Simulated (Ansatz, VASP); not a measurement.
# CSO: VASP beside Ansatz

Aim: how closely do two programs agree when they are given the same cell, functional and k mesh? The cell is taken from a series of runs on this material, whose earlier steps may have relaxed, scaled, displaced or heated it; both programs get it as it stands.

Method: plane waves, with VASP 6.6.1 beside it; zone-centre phonons at PBEsol, in Ansatz 0.2.0.

## 1. The structure

Symmetry: Cm, No. 8, monoclinic system. Conventional cell: a = 5.464 Å, b = 6.486 Å, c = 4.203 Å, α = 90.00°, β = 104.93°, γ = 90.00°. C has 1 O at 1.17 Å and 1 S at 1.56 Å nearest. Nearest to S lie 1 C at 1.56 Å. Nearest to O lie 1 C at 1.17 Å. Farther neighbours and most contacts between anions are not listed.

## 2. VASP: zone-centre phonons, PBEsol

Second derivatives magnify differences that forces hide, and they need a tight electronic threshold.

Lines of VASP's logs that name or quote its potential files are left out, and so is its time.

Input file INCAR:

```
SYSTEM = CSO
PREC = Accurate
ENCUT = 600
EDIFF = 1E-08
NELM = 120
ISMEAR = 0
SIGMA = 0.01
LREAL = .FALSE.
ALGO = Normal
GGA = PS
NBANDS = 14
LORBIT = 11
LWAVE = .FALSE.
LCHARG = .FALSE.
ISIF = 2
IBRION = 8
LEPSILON = .TRUE.
LASPH = .TRUE.
GGA_COMPAT = .FALSE.
EFERMI = MIDGAP
KPAR = 2
```

Input file POSCAR:

```
CSO
1.0
    2.7316328658     -3.2431195371     -0.0348523873
    2.7316328658      3.2431195371     -0.0348523873
   -1.0309976946      0.0000000000      4.0748922998
C S O
1 1 1
Direct
    0.5807183790      0.5807183790      0.2498555288
    0.3191562504      0.3191562504      0.9884268867
    0.7759363707      0.7759363707      0.4449965843
```

Input file KPOINTS:

```
Automatic mesh
0
Gamma
6 6 6
0 0 0
```

PAW data sets: C, S and O (PBE family, release 64).

Command:

```bash
$ mpirun -np 2 vasp_std
```

Numbers of over 12 decimals in the logs are rounded to 6 here.

What it wrote:

```text
[banner, memory and clock lines left out]
running    2 mpi-ranks, on    1 nodes
 distrk:  each k-point on    1 cores,    2 groups
 distr:  one band on    1 cores,    1 groups

 POSCAR found type information on POSCAR C S O
 POSCAR found :  3 types and       3 ions
|                                                                             |
|               ----> ADVICE to this user running VASP <----                  |
|                                                                             |
|     You enforced a specific xc type in the INCAR file but a different       |
|     [... a line on the potential file left out ...]
|     I HOPE YOU KNOW WHAT YOU ARE DOING!                                     |
|                                                                             |

 LDA part: xc-table for (Slater+PW92), standard interpolation
 POSCAR, INCAR and KPOINTS ok, starting setup
 FFT: planning ... GRIDC
 FFT: planning ... GRID_SOFT
 FFT: planning ... GRID
 WAVECAR not read
 entering main loop
       N       E                     dE             d eps       ncg     rms          rms(c)
DAV:   1     0.893886934247E+02    0.89389E+02   -0.77852E+03  1904   0.108E+03
DAV:   2    -0.142187721783E+02   -0.10361E+03   -0.97225E+02  2662   0.213E+02
DAV:   3    -0.216891798600E+02   -0.74704E+01   -0.74302E+01  2342   0.631E+01
DAV:   4    -0.217696361339E+02   -0.80456E-01   -0.80435E-01  2282   0.781E+00
DAV:   5    -0.217710433120E+02   -0.14072E-02   -0.14072E-02  2372   0.985E-01    0.161E+01
DAV:   6    -0.207615247058E+02    0.10095E+01   -0.23717E+00  2000   0.165E+01    0.818E+00
DAV:   7    -0.206179629350E+02    0.14356E+00   -0.31820E-01  2264   0.687E+00    0.530E+00
DAV:   8    -0.205983300316E+02    0.19633E-01   -0.19040E-01  2318   0.289E+00    0.850E-01
DAV:   9    -0.205935975993E+02    0.47324E-02   -0.11281E-02  2384   0.110E+00    0.449E-01
DAV:  10    -0.205936368412E+02   -0.39242E-04   -0.46325E-03  2342   0.460E-01    0.148E-01
DAV:  11    -0.205935919212E+02    0.44920E-04   -0.19664E-04  2180   0.128E-01    0.302E-02
DAV:  12    -0.205936367036E+02   -0.44782E-04   -0.33535E-05  2312   0.480E-02    0.100E-02
DAV:  13    -0.205936447941E+02   -0.80905E-05   -0.68698E-06  2342   0.189E-02    0.431E-03
DAV:  14    -0.205936451369E+02   -0.34277E-06   -0.28599E-07  2342   0.494E-03    0.276E-03
DAV:  15    -0.205936451880E+02   -0.51145E-07   -0.13645E-07  2414   0.321E-03    0.123E-03
DAV:  16    -0.205936451892E+02   -0.11414E-08   -0.10586E-08  1738   0.904E-04
   1 F= -.20593645E+02 E0= -.20593645E+02  d E =0.000000E+00
 Linear response reoptimize wavefunctions to high precision
DAV:   1    -0.205936451797E+02    0.94676E-08   -0.57703E-09  2264   0.591E-04
DAV:   2    -0.205936451797E+02   -0.40018E-10   -0.20519E-10  1714   0.116E-04
 Linear response G [H, r] |phi>, progress :
  Direction:   1
       N       E                     dE             d eps       ncg     rms
RMM:   1    -0.613213957961E+02   -0.61321E+02    0.17163E+01  5037   0.749E+01
RMM:   2    -0.573914066985E+02    0.39300E+01   -0.66183E+00  3350   0.183E+01
RMM:   3    -0.574520727190E+02   -0.60666E-01   -0.10189E-01  3359   0.242E+00
RMM:   4    -0.574533076719E+02   -0.12350E-02   -0.28947E-03  3523   0.380E-01
RMM:   5    -0.574533400216E+02   -0.32350E-04   -0.99686E-05  3550   0.650E-02
RMM:   6    -0.574533406543E+02   -0.63268E-06   -0.42565E-06  3618   0.121E-02
RMM:   7    -0.574533406539E+02    0.44996E-09   -0.16682E-07  3689   0.236E-03
RMM:   8    -0.574533406563E+02   -0.23959E-08    0.17895E-06  3518   0.563E-04
RMM:   9    -0.574533406530E+02    0.32993E-08   -0.27827E-07  2874   0.223E-04
RMM:  10    -0.574533406220E+02    0.31009E-07    0.13994E-07  2308   0.173E-04
RMM:  11    -0.574533406236E+02   -0.16444E-08   -0.51018E-07  2269   0.169E-04
RMM:  12    -0.574533406233E+02    0.30944E-09   -0.23226E-06  2082   0.170E-04
RMM:  13    -0.574533406247E+02   -0.14111E-08   -0.64356E-07  1912   0.170E-04
 Linear response G [H, r] |phi>, progress :
  Direction:   2
       N       E                     dE             d eps       ncg     rms
RMM:   1    -0.552911498126E+02   -0.55291E+02    0.96995E+01  4016   0.731E+01
RMM:   2    -0.574682974950E+02   -0.21771E+01   -0.47667E+00  3212   0.158E+01
RMM:   3    -0.575470505514E+02   -0.78753E-01   -0.14872E-01  3349   0.276E+00
RMM:   4    -0.575483268985E+02   -0.12763E-02   -0.33054E-03  3393   0.371E-01
RMM:   5    -0.575482979446E+02    0.28954E-04   -0.15499E-04  3421   0.641E-02
RMM:   6    -0.575482930292E+02    0.49154E-05   -0.82633E-06  3486   0.114E-02
RMM:   7    -0.575482922151E+02    0.81406E-06    0.32179E-06  3528   0.224E-03
RMM:   8    -0.575482923516E+02   -0.13644E-06    0.19237E-06  3347   0.476E-04
RMM:   9    -0.575482925307E+02   -0.17914E-06   -0.69119E-08  2630   0.159E-04
[...]
RMM:   1    -0.116362989076E+00   -0.11636E+00   -0.16892E-02  4695   0.198E+00
RMM:   2    -0.113179958525E+00    0.31830E-02   -0.45306E-03  3025   0.465E-01    0.525E-01
RMM:   3    -0.112298907980E+00    0.88105E-03   -0.21150E-03  3154   0.257E-01    0.207E-01
RMM:   4    -0.112299672203E+00   -0.76422E-06   -0.21462E-04  3236   0.919E-02    0.132E-01
RMM:   5    -0.112364333410E+00   -0.64661E-04   -0.79157E-05  3271   0.564E-02    0.386E-02
[...]
RMM:   2    -0.112031624403E+00    0.30691E-02   -0.42593E-03  3024   0.445E-01    0.477E-01
RMM:   3    -0.111291328482E+00    0.74030E-03   -0.17420E-03  3183   0.234E-01    0.190E-01
RMM:   4    -0.111288081966E+00    0.32465E-05   -0.18009E-04  3230   0.845E-02    0.121E-01
RMM:   5    -0.111342548868E+00   -0.54467E-04   -0.67530E-05  3266   0.525E-02    0.352E-02
RMM:   6    -0.111356151417E+00   -0.13603E-04   -0.72454E-06  3316   0.195E-02    0.974E-03
RMM:   7    -0.111329388204E+00    0.26763E-04   -0.19065E-06  3219   0.769E-03    0.235E-03
RMM:   8    -0.111332137775E+00   -0.27496E-05   -0.88535E-08  3302   0.221E-03    0.687E-04
RMM:   9    -0.111334425598E+00   -0.22878E-05   -0.17369E-08  3328   0.876E-04    0.203E-04
RMM:  10    -0.111333806812E+00    0.61879E-06   -0.57205E-09  3154   0.439E-04    0.349E-05
RMM:  11    -0.111333865671E+00   -0.58859E-07   -0.12144E-09  3551   0.780E-05    0.214E-05
RMM:  12    -0.111333980836E+00   -0.11517E-06   -0.33429E-09  3342   0.414E-05    0.590E-06
RMM:  13    -0.111333953017E+00    0.27819E-07    0.22378E-10  3609   0.129E-05    0.311E-06
RMM:  14    -0.111333960282E+00   -0.72642E-08   -0.54735E-09  3218   0.837E-06    0.129E-06
 first order change of Fermi-energy  -0.92409E-01
 force on displaced ion       2 direction 3 : -21.621   0.000 -21.553
 Born effective charge ion    2 direction 3 :  -0.518   0.000  -0.419
 Linear response progress:
  Degree of freedom:   7/  9
       N       E                     dE             d eps       ncg     rms          rms(c)
RMM:   1    -0.368574873326E+00   -0.36857E+00    0.50416E-01  3923   0.450E+00
RMM:   2    -0.363060396497E+00    0.55145E-02   -0.99267E-03  3095   0.743E-01    0.333E-01
RMM:   3    -0.363214058470E+00   -0.15366E-03   -0.24210E-03  3163   0.341E-01    0.174E-01
RMM:   4    -0.364361045283E+00   -0.11470E-02   -0.66389E-04  3165   0.174E-01    0.740E-02
RMM:   5    -0.364685429335E+00   -0.32438E-03   -0.92618E-05  3249   0.720E-02    0.292E-02
RMM:   6    -0.364719425018E+00   -0.33996E-04   -0.73830E-06  3081   0.163E-02    0.543E-03
RMM:   7    -0.364728482410E+00   -0.90574E-05   -0.80415E-07  3300   0.397E-03    0.275E-03
RMM:   8    -0.364725774417E+00    0.27080E-05   -0.80690E-08  3157   0.193E-03    0.375E-04
RMM:   9    -0.364726916997E+00   -0.11426E-05   -0.32017E-08  3343   0.542E-04    0.141E-04
RMM:  10    -0.364728197876E+00   -0.12809E-05   -0.95441E-09  3181   0.297E-04    0.528E-05
RMM:  11    -0.364728455152E+00   -0.25728E-06   -0.62045E-10  3456   0.996E-05    0.277E-05
RMM:  12    -0.364728413303E+00    0.41849E-07   -0.29064E-09  3498   0.357E-05    0.548E-06
RMM:  13    -0.364728429704E+00   -0.16402E-07   -0.33435E-09  3572   0.117E-05    0.341E-06
RMM:  14    -0.364728416355E+00    0.13349E-07   -0.78217E-09  3192   0.754E-06    0.708E-07
RMM:  15    -0.364728414889E+00    0.14657E-08   -0.21112E-09  2578   0.505E-06    0.136E-07
 first order change of Fermi-energy  -0.27325E+01
 force on displaced ion       3 direction 1 : -55.871   0.000 -48.476
 Born effective charge ion    3 direction 1 :  -1.362   0.000  -1.062
 Linear response progress:
  Degree of freedom:   8/  9
       N       E                     dE             d eps       ncg     rms          rms(c)
RMM:   1    -0.367825044710E+00   -0.36783E+00    0.26635E-01  6291   0.419E+00
RMM:   2    -0.362524209995E+00    0.53008E-02   -0.42637E-03  4875   0.535E-01    0.183E-01
RMM:   3    -0.363510922702E+00   -0.98671E-03   -0.43549E-04  4700   0.141E-01    0.944E-02
RMM:   4    -0.364739886763E+00   -0.12290E-02   -0.30197E-04  4617   0.118E-01    0.165E-02
RMM:   5    -0.364690718236E+00    0.49169E-04   -0.98367E-06  5225   0.231E-02    0.227E-03
RMM:   6    -0.364695075514E+00   -0.43573E-05   -0.20534E-07  5647   0.364E-03    0.116E-03
RMM:   7    -0.364689476771E+00    0.55987E-05   -0.34950E-08  5138   0.131E-03    0.190E-04
RMM:   8    -0.364693726449E+00   -0.42497E-05   -0.86091E-09  5096   0.400E-04    0.885E-05
RMM:   9    -0.364692567626E+00    0.11588E-05   -0.48387E-09  4992   0.206E-04    0.293E-05
RMM:  10    -0.364692609161E+00   -0.41536E-07   -0.98290E-09  5863   0.520E-05    0.115E-05
RMM:  11    -0.364692822348E+00   -0.21319E-06   -0.89823E-09  5172   0.367E-05    0.427E-06
RMM:  12    -0.364692802728E+00    0.19620E-07   -0.53717E-09  5829   0.973E-06    0.248E-06
RMM:  13    -0.364692755176E+00    0.47552E-07   -0.14576E-08  4935   0.852E-06    0.346E-07
RMM:  14    -0.364692755975E+00   -0.79914E-09   -0.16405E-08  4088   0.473E-06    0.221E-07
 first order change of Fermi-energy  -0.11576E-03
 force on displaced ion       3 direction 2 :  -0.001  -2.202  -0.002
 Born effective charge ion    3 direction 2 :   0.000  -0.188   0.000
 Linear response progress:
  Degree of freedom:   9/  9
       N       E                     dE             d eps       ncg     rms          rms(c)
RMM:   1    -0.368461269100E+00   -0.36846E+00    0.45848E-01  3940   0.445E+00
RMM:   2    -0.362802748485E+00    0.56585E-02   -0.93171E-03  3072   0.722E-01    0.311E-01
RMM:   3    -0.363115080707E+00   -0.31233E-03   -0.21159E-03  3173   0.315E-01    0.162E-01
RMM:   4    -0.364242741436E+00   -0.11277E-02   -0.59848E-04  3164   0.164E-01    0.673E-02
RMM:   5    -0.364536880077E+00   -0.29414E-03   -0.85279E-05  3272   0.652E-02    0.268E-02
RMM:   6    -0.364558008445E+00   -0.21128E-04   -0.43111E-06  3077   0.151E-02    0.486E-03
RMM:   7    -0.364564504117E+00   -0.64957E-05   -0.29862E-08  3325   0.357E-03    0.249E-03
RMM:   8    -0.364561526251E+00    0.29779E-05   -0.40296E-08  3157   0.171E-03    0.406E-04
RMM:   9    -0.364562389040E+00   -0.86279E-06    0.12161E-08  3323   0.550E-04    0.131E-04
RMM:  10    -0.364563519472E+00   -0.11304E-05    0.12644E-09  3221   0.275E-04    0.484E-05
RMM:  11    -0.364563774240E+00   -0.25477E-06   -0.32819E-10  3443   0.964E-05    0.240E-05
RMM:  12    -0.364563727244E+00    0.46996E-07   -0.12894E-09  3529   0.350E-05    0.483E-06
RMM:  13    -0.364563739927E+00   -0.12683E-07   -0.54918E-09  3515   0.123E-05    0.343E-06
RMM:  14    -0.364563727647E+00    0.12280E-07   -0.45193E-09  3117   0.801E-06    0.699E-07
RMM:  15    -0.364563725991E+00    0.16566E-08    0.64649E-09  2674   0.600E-06    0.188E-07
 first order change of Fermi-energy  -0.22578E+01
 force on displaced ion       3 direction 3 : -48.468   0.000 -45.980
 Born effective charge ion    3 direction 3 :  -1.059   0.000  -1.149
 Born effective charges drift removed
 Linear response finished
```

[end of part 1 of 3]

[Lines on the potential files, build, host, timing and source positions are cut from VASP's logs without a mark.]

[Logs are printed without paths, hosts, clocks, repeated set-up lines and the standing remarks that a program may print on its own settings, such as how far it seeks lower states.]

[Hosts, paths, dates, database ids (printed as entryN), source tags and the programs' standing remarks are cut or masked in the printed files.]
